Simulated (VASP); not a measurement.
Data:

```xyz
2
Lattice="0.0000 2.8055 2.8055 2.8055 0.0000 2.8055 2.8055 2.8055 0.0000" Properties=species:S:1:pos:R:3 pbc="T T T"
Be     0.0000     0.0000     0.0000
Te     1.4028     1.4028     1.4028
```

These are PBEsol GGA, VASP's PBE PAW potentials (set 64) (plane waves; VASP) values and carry that method's errors. Numerical set-up: 400 eV cut-off, 9×9×9 Γ-centred mesh, tetrahedra with Blöchl corrections, potentials Be Te.

Question: Estimate the energy per atom (σ→0).

Answer: 
The energy per atom (σ→0) is -4.108 eV/atom.

Only differences to runs with the same potentials and settings are physical.

The structure was generated: BeTe was put into the zinc blende type (F-43m), which need not be its known phase. It was relaxed first, which changed the volume by +12 %.
